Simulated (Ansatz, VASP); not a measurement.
**WS2 (Tungstenite) in two plane-wave programs**

One calculation is typed for both programs; each brings its own data sets. How far apart do they land? The cell is taken from a series of runs on this material, whose earlier steps may have relaxed, scaled, displaced or heated it; both programs get it as it stands.

Main program and level: Ansatz 0.2.0; plane waves, with VASP 6.6.1 beside it; G0W0 gap at PBE.

**1. The starting structure**

The structure is hexagonal, space group P6_3/mmc (No. 194). The conventional cell has a = 3.151 Å, b = 3.151 Å, c = 12.091 Å, α = 90.00°, β = 90.00°, γ = 120.00°. Nearest to W lie 6 S at 2.41 Å. Nearest to S lie 3 W at 2.41 Å. Farther neighbours and most contacts between anions are not listed.

Structure file:

```xyz
6
Lattice="3.1514 0.0000 0.0000 -1.5757 2.7292 0.0000 0.0000 0.0000 12.0905" Properties=species:S:1:pos:R:3 pbc="T T T"
W     0.0000    1.8195    3.0226
W     1.5757    0.9097    9.0679
S     0.0000    1.8195    7.4930
S     1.5757    0.9097    1.4477
S     0.0000    1.8195   10.6428
S     1.5757    0.9097    4.5976
```

**2. VASP: G0W0 gap, PBE**

Quasiparticle shifts depend on high empty states and on the cores, so they are the hardest test of two PAW sets.

Lines of VASP's logs that name or quote its potential files are left out, and so is its time.

The run reads the wave functions of an earlier VASP run, which isn't shown here.

INCAR

```
SYSTEM = WS2
PREC = Accurate
ENCUT = 340
ISMEAR = 0
SIGMA = 0.01
LREAL = .FALSE.
GGA = PE
NBANDS = 168
LASPH = .TRUE.
ALGO = EVGW0
NELMGW = 1
ENCUTGW = 70
NOMEGA = 64
PRECFOCK = Fast
NBANDSGW = 40
LWAVE = .FALSE.
LCHARG = .FALSE.
```

POSCAR

```
WS2
1.0
    3.1514244389      0.0000000000      0.0000000000
   -1.5757122194      2.7292136222      0.0000000000
    0.0000000000      0.0000000000     12.0905251829
W S
2 4
Direct
    0.3333333333      0.6666666667      0.2500000000
    0.6666666667      0.3333333333      0.7500000000
    0.3333333333      0.6666666667      0.6197379494
    0.6666666667      0.3333333333      0.1197379494
    0.3333333333      0.6666666667      0.8802620506
    0.6666666667      0.3333333333      0.3802620506
```

KPOINTS

```
Automatic mesh
0
Gamma
6 6 2
0 0 0
```

The projector-augmented-wave data sets are W_sv_GW and S_GW (PBE family, release 64).

Command:

```sh
$ mpirun -np 8 vasp_std
```

Numbers of over 12 decimals in the logs are rounded to 6 here.

Output:

```text
[banner, memory and clock lines left out]
running    8 mpi-ranks, on    1 nodes
 distrk:  each k-point on    8 cores,    1 groups
 distr:  one band on    1 cores,    8 groups

 POSCAR found type information on POSCAR W S
 POSCAR found :  2 types and       6 ions
|                                                                             |
|           W    W    AA    RRRRR   N    N  II  N    N   GGGG   !!!           |
|           W    W   A  A   R    R  NN   N  II  NN   N  G    G  !!!           |
|           W    W  A    A  R    R  N N  N  II  N N  N  G       !!!           |
|           W WW W  AAAAAA  RRRRR   N  N N  II  N  N N  G  GGG   !            |
|           WW  WW  A    A  R   R   N   NN  II  N   NN  G    G                |
|           W    W  A    A  R    R  N    N  II  N    N   GGGG   !!!           |
|                                                                             |
|     For optimal performance we recommend to set                             |
|       NCORE = 2 up to number-of-cores-per-socket                            |
|     NCORE specifies how many cores store one orbital (NPAR=cpu/NCORE).      |
|     This setting can greatly improve the performance of VASP for DFT.       |
|     The default, NCORE=1 might be grossly inefficient on modern             |
|     multi-core architectures or massively parallel machines. Do your        |
|     Unfortunately you need to use the default for GW and RPA                |
|     calculations (for HF NCORE is supported but not extensively tested      |
|     yet).                                                                   |
|                                                                             |

|                                                                             |
|           W    W    AA    RRRRR   N    N  II  N    N   GGGG   !!!           |
|           W    W   A  A   R    R  NN   N  II  NN   N  G    G  !!!           |
|           W    W  A    A  R    R  N N  N  II  N N  N  G       !!!           |
|           W WW W  AAAAAA  RRRRR   N  N N  II  N  N N  G  GGG   !            |
|           WW  WW  A    A  R   R   N   NN  II  N   NN  G    G                |
|           W    W  A    A  R    R  N    N  II  N    N   GGGG   !!!           |
|                                                                             |
|     The default for ENCUTGWSOFT is different in this version of VASP.       |
|     please manually set ENCUTGWSOFT =70 in the INCAR file.                  |
|                                                                             |

 LDA part: xc-table for (Slater+PW92), standard interpolation
 found WAVECAR, reading the header
 POSCAR, INCAR and KPOINTS ok, starting setup
 FFT: planning ... GRIDC
 FFT: planning ... GRID_SOFT
 FFT: planning ... GRID
 reading WAVECAR
 the WAVECAR file was read successfully
 initial charge from wavefunction
 available memory per node:     27.78 GB, setting MAXMEM to     28450

 The Fermi energy was updated, please check that it is located mid-gap
 values below the HOMO (VB) or above the LUMO (CB) will cause erroneous energies
 E-fermi :   8.6495

 calculate exact exchange contribution
 the WAVEDER file was read successfully
|                                                                             |
|           W    W    AA    RRRRR   N    N  II  N    N   GGGG   !!!           |
|           W    W   A  A   R    R  NN   N  II  NN   N  G    G  !!!           |
|           W    W  A    A  R    R  N N  N  II  N N  N  G       !!!           |
|           W WW W  AAAAAA  RRRRR   N  N N  II  N  N N  G  GGG   !            |
|           WW  WW  A    A  R   R   N   NN  II  N   NN  G    G                |
|           W    W  A    A  R    R  N    N  II  N    N   GGGG   !!!           |
|                                                                             |
|     Automatic setting of frequency mesh for GW failed. Frequency mesh       |
|     properly not suitable for determining QP energies. Consider             |
|     increasing number of kpoints.                                           |
|                                                                             |

energies w=
    0.000    0.000    0.836    0.000    1.670    0.000    2.501    0.000
    3.326    0.000    4.143    0.000    4.953    0.000    5.752    0.000
    6.542    0.000    7.321    0.000    8.089    0.000    8.846    0.000
    9.593    0.000   10.330    0.000   11.058    0.000   11.777    0.000
   12.488    0.000   13.194    0.000   13.894    0.000   14.590    0.000
   15.284    0.000   15.978    0.000   16.672    0.000   17.368    0.000
   18.068    0.000   18.775    0.000   19.489    0.000   20.214    0.000
   20.951    0.000   21.703    0.000   22.472    0.000   23.263    0.000
   24.077    0.000   24.919    0.000   25.792    0.000   26.700    0.000
   27.651    0.000   28.648    0.000   29.698    0.000   30.811    0.000
   31.993    0.000   33.256    0.000   34.611    0.000   36.074    0.000
   37.662    0.000   39.395    0.000   41.300    0.000   43.408    0.000
   45.755    0.000   48.395    0.000   51.388    0.000   54.814    0.000
   58.780    0.000   63.429    0.000   68.959    0.000   75.648    0.000
   83.902    0.000   94.341    0.000  107.954    0.000  126.426    0.000
  152.886    0.000  193.861    0.000  265.629    0.000  423.290    0.000
 responsefunction array rank=     144
 LDA part: xc-table for (Slater+PW92), standard interpolation

 min. memory requirement per mpi rank    189.9 MB, per node   1519.2 MB

 allocating   8 responsefunctions rank=   144
 shmem allocating  64 responsefunctions rank=   144
 response function shared by NCSHMEM nodes    1
 Doing            8  frequencies on each core in blocks of           64
NQ=   1    0.0000    0.0000    0.0000,
|.........|.........|.........|.........|.........|.........|.........|.........
 performed        719000 updates of chi_q(r,r)
 total number of BLAS operations        108.08 Gflops
NQ=   2    0.1667    0.0000    0.0000,
|.........|.........|.........|.........|.........|.........|.........|.........
 performed       2057000 updates of chi_q(r,r)
 total number of BLAS operations        294.59 Gflops
NQ=   3    0.3333    0.0000    0.0000,
|.........|.........|.........|.........|.........|.........|.........|.........
 performed       3395000 updates of chi_q(r,r)
 total number of BLAS operations        504.40 Gflops
NQ=   4    0.5000    0.0000    0.0000,
|.........|.........|.........|.........|.........|.........|.........|.........
 performed       4383000 updates of chi_q(r,r)
 total number of BLAS operations        663.87 Gflops
NQ=   5    0.1667    0.1667    0.0000,
|.........|.........|.........|.........|.........|.........|.........|.........
 performed       5721000 updates of chi_q(r,r)
 total number of BLAS operations        867.73 Gflops
NQ=   6    0.3333    0.1667    0.0000,
|.........|.........|.........|.........|.........|.........|.........|.........
 performed       7220000 updates of chi_q(r,r)
 total number of BLAS operations       1096.15 Gflops
NQ=   7    0.3333    0.3333    0.0000,
|.........|.........|.........|.........|.........|.........|.........|.........
 performed       8074000 updates of chi_q(r,r)
 total number of BLAS operations       1226.29 Gflops
NQ=   8    0.0000    0.0000    0.5000,
|.........|.........|.........|.........|.........|.........|.........|.........
 performed       8793000 updates of chi_q(r,r)
 total number of BLAS operations       1332.80 Gflops
NQ=   9    0.1667    0.0000    0.5000,
|.........|.........|.........|.........|.........|.........|.........|.........
 performed      10131000 updates of chi_q(r,r)
 total number of BLAS operations       1508.18 Gflops
NQ=  10    0.3333    0.0000    0.5000,
|.........|.........|.........|.........|.........|.........|.........|.........
 performed      11469000 updates of chi_q(r,r)
 total number of BLAS operations       1717.99 Gflops
NQ=  11    0.5000    0.0000    0.5000,
|.........|.........|.........|.........|.........|.........|.........|.........
 performed      12457000 updates of chi_q(r,r)
 total number of BLAS operations       1881.99 Gflops
NQ=  12    0.1667    0.1667    0.5000,
|.........|.........|.........|.........|.........|.........|.........|.........
 performed      13795000 updates of chi_q(r,r)
 total number of BLAS operations       2085.84 Gflops
NQ=  13    0.3333    0.1667    0.5000,
|.........|.........|.........|.........|.........|.........|.........|.........
 performed      15294000 updates of chi_q(r,r)
 total number of BLAS operations       2320.94 Gflops
NQ=  14    0.3333    0.3333    0.5000,
|.........|.........|.........|.........|.........|.........|.........|.........
 performed      16148000 updates of chi_q(r,r)
 total number of BLAS operations       2462.64 Gflops
 resolving degeneracies of screened two electron integrals

 calculate QP shifts <psi_nk| G(iteration)W_0 |psi_nk>: iteration 1
 entering main loop
```

OUTCAR, selected parts (step 2):

```text
ion  position               nearest neighbor table
   1  0.333  0.667  0.250-   4 2.41   6 2.41   4 2.41   6 2.41   4 2.41   6 2.41
   2  0.667  0.333  0.750-   3 2.41   5 2.41   3 2.41   5 2.41   3 2.41   5 2.41
   3  0.333  0.667  0.620-   2 2.41   2 2.41   2 2.41
   4  0.667  0.333  0.120-   1 2.41   1 2.41   1 2.41
   5  0.333  0.667  0.880-   2 2.41   2 2.41   2 2.41
   6  0.667  0.333  0.380-   1 2.41   1 2.41   1 2.41

  LATTYP: Found a hexagonal cell.
 ALAT       =     3.1514244389
 C/A-ratio  =     3.8365270744

 Subroutine GETGRP returns: Found 24 space group operations
 (whereof 12 operations were pure point group operations)

The static configuration has the point symmetry D_3d.
 The point group associated with its full space group is D_6h.

 Found     14 irreducible k-points:

   k-points           NKPTS =     14   k-points in BZ     NKDIM =     72   number of bands    NBANDS=    168

   dimension x,y,z NGX =    20 NGY =   20 NGZ =   80
   dimension x,y,z NGXF=    40 NGYF=   40 NGZF=  160

   ENCUT  =  340.0 eV  24.99 Ry    5.00 a.u.   4.74  4.74 18.18*2*pi/ulx,y,z

   NELECT =      52.0000    total number of electrons

  energy-cutoff  :      340.00
  volume of cell :      103.99
      direct lattice vectors                 reciprocal lattice vectors
     3.151424439  0.000000000  0.000000000     0.317316826  0.183202955  0.000000000
    -1.575712219  2.729213622  0.000000000     0.000000000  0.366405910  0.000000000
     0.000000000  0.000000000 12.090525183     0.000000000  0.000000000  0.082709393

 k-points in reciprocal lattice and weights: Automatic mesh
   0.00000000  0.00000000  0.00000000       0.014
   0.16666667  0.00000000  0.00000000       0.083
   0.33333333  0.00000000  0.00000000       0.083
   0.50000000  0.00000000  0.00000000       0.042
   0.16666667  0.16666667  0.00000000       0.083
   0.33333333  0.16666667  0.00000000       0.167
   0.33333333  0.33333333  0.00000000       0.028
   0.00000000  0.00000000  0.50000000       0.014
   0.16666667  0.00000000  0.50000000       0.083
[...]
0.33333333  0.16666667  0.50000000       0.167
   0.33333333  0.33333333  0.50000000       0.028

 E-fermi :   8.6495

 QP shifts <psi_nk| G(iteration)W_0 |psi_nk>: iteration 1
 for sc-GW calculations column KS-energies equals QP-energies in previous step
 and V_xc(KS)=  KS-energies - (<T + V_ion + V_H > + <T+V_H+V_ion>^1  + <V_x>^1)
 k-point   1 :       0.0000    0.0000    0.0000
  band No.  KS-energies  QP-energies   sigma(KS)   V_xc(KS)     V^pw_x(r,r')   Z            occupation Imag(sigma)
    ...
     23       5.9865       6.0284     -15.1828     -15.2373     -17.1612       0.7687       2.0000       0.2116
     24       6.8165       6.6956     -14.0377     -13.8809     -16.3301       0.7712       2.0000       0.2182
     25       6.8925       6.9148     -14.1556     -14.1845     -15.4902       0.7715       2.0000       0.1820
     26       8.2159       8.4012     -15.0238     -15.2637     -15.9153       0.7724       2.0000       0.1159
     27      10.4542      11.2468     -13.9539     -14.9796     -10.3303       0.7728       0.0000      -0.2411
     28      10.4542      11.2468     -13.9539     -14.9796     -10.3303       0.7728       0.0000      -0.2411
     29      10.4667      11.2225     -13.8712     -14.8524     -10.3611       0.7703       0.0000      -0.2447
     30      10.4667      11.2225     -13.8712     -14.8524     -10.3611       0.7703       0.0000      -0.2447
    ...

 k-point   2 :       0.1667    0.0000    0.0000
  band No.  KS-energies  QP-energies   sigma(KS)   V_xc(KS)     V^pw_x(r,r')   Z            occupation Imag(sigma)
    ...
     23       5.8278       5.6828     -14.0112     -13.8226     -16.4027       0.7689       2.0000       0.2435
     24       6.7622       6.6518     -14.0124     -13.8689     -16.3236       0.7697       2.0000       0.2187
     25       6.8764       6.9248     -14.4443     -14.5072     -15.8660       0.7697       2.0000       0.1844
     26       7.3001       7.4022     -14.6245     -14.7568     -15.8923       0.7712       2.0000       0.1588
     27       9.7238      10.3640     -13.5296     -14.3564     -10.1765       0.7742       0.0000      -0.2152
     28      10.1086      10.8161     -13.9577     -14.8777     -10.6102       0.7691       0.0000      -0.2305
     29      10.3148      11.0920     -13.9081     -14.9058     -10.1308       0.7790       0.0000      -0.2409
     30      10.4109      11.1564     -14.1887     -15.1608     -10.6918       0.7669       0.0000      -0.2536
    ...

 k-point   3 :       0.3333    0.0000    0.0000
  band No.  KS-energies  QP-energies   sigma(KS)   V_xc(KS)     V^pw_x(r,r')   Z            occupation Imag(sigma)
    ...
     23       5.8792       5.7227     -14.0655     -13.8602     -16.6656       0.7620       2.0000       0.2662
     24       6.0455       5.9858     -14.5490     -14.4713     -16.8717       0.7686       2.0000       0.2341
     25       6.0743       6.0365     -13.9413     -13.8923     -15.6615       0.7714       2.0000       0.2274
     26       6.4219       6.4247     -14.3025     -14.3061     -15.9797       0.7711       2.0000       0.2100
     27       9.7961      10.4466     -13.8350     -14.6756     -10.2550       0.7739       0.0000      -0.2302
     28      10.0467      10.8119     -14.8127     -15.8111     -11.1508       0.7665       0.0000      -0.2485
     29      10.2532      11.0376     -14.9556     -15.9812     -11.2310       0.7648       0.0000      -0.2617
     30      10.6264      11.3718     -14.3293     -15.2992     -10.5290       0.7684       0.0000      -0.2781
    ...

 k-point   4 :       0.5000    0.0000    0.0000
  band No.  KS-energies  QP-energies   sigma(KS)   V_xc(KS)     V^pw_x(r,r')   Z            occupation Imag(sigma)
    ...
     23       6.1568       6.0397     -14.0484     -13.8963     -16.4219       0.7702       2.0000       0.2321
     24       6.4076       6.2726     -13.4991     -13.3255     -15.3058       0.7780       2.0000       0.2079
     25       6.4226       6.3421     -14.2480     -14.1438     -16.5329       0.7725       2.0000       0.2185
     26       6.6378       6.5883     -14.0038     -13.9400     -15.6908       0.7751       2.0000       0.1969
     27      10.4800      11.3308     -15.8007     -16.9184     -11.7557       0.7612       0.0000      -0.2942
     28      10.5348      11.3863     -15.8177     -16.9380     -11.7425       0.7600       0.0000      -0.2994
     29      10.7300      11.4579     -14.4539     -15.4029     -10.3951       0.7671       0.0000      -0.3017
     30      11.0780      11.8923     -15.3962     -16.4650     -11.1790       0.7619       0.0000      -0.3385
    ...

[... 4 further parts left out ...]
```

(Continued in part 2 of 2.)

[Lines on the potential files, build, host, timing and source positions are cut from VASP's logs without a mark.]

[Logs are printed without paths, hosts, clocks, repeated set-up lines and the standing remarks that a program may print on its own settings, such as how far it seeks lower states.]

[Hosts, paths, dates, database ids (printed as entryN), source tags and the programs' standing remarks are cut or masked in the printed files.]
